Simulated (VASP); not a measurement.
Runs of VASP 6.6.1 on NiO. The structure is cubic, space group Fm-3m (No. 225). Conventional cell: a = 4.172 Å, b = 4.172 Å, c = 4.172 Å, α = 90.00°, β = 90.00°, γ = 90.00°. Ni (site symmetry m-3m) has 6 O at 2.09 Å as nearest neighbours. Around O (site symmetry m-3m) lie 6 Ni at 2.09 Å. 

```tsv
task	level	U	cell	by perturbation theory	gap on the mesh (eV)	pressure (GPa)	moment (μB)
single point	r2SCAN	-	Fm-3m, 9.08 Å³/atom	-	(a)	2.4	2.00
phonons	PBE+U	Ni d U = 6.2 eV	Fm-3m, 9.23 Å³/atom	no	-	-	2.00
relaxation of cell and atoms	PBE+U	Ni d U = 6.2 eV	relaxed	-	(b)	0.0	2.00
single point	PBE+U	Ni d U = 6.2 eV	Fm-3m, 9.08 Å³/atom	-	2.52	3.2	2.00
phonons	r2SCAN	-	Fm-3m, 9.17 Å³/atom	no	-	-	2.00
```

Alike in all rows: potentials or basis VASP PAW PBE potentials, release 64 (Ni, O); spin collinear, ferromagnetic start; k mesh 12 × 12 × 12; cutoff (eV) 600; smearing gaussian 0.03 eV.

**Question.** Estimate the missing entries.

**Answer.** (a) 0.70; (b) 2.55.

Caveats: a cell with one magnetic atom can't hold antiferromagnetic order, which such compounds often take; the PAW data sets were made with another functional, which shifts forces and pressure a little (some runs).

A k mesh can miss the band edges.
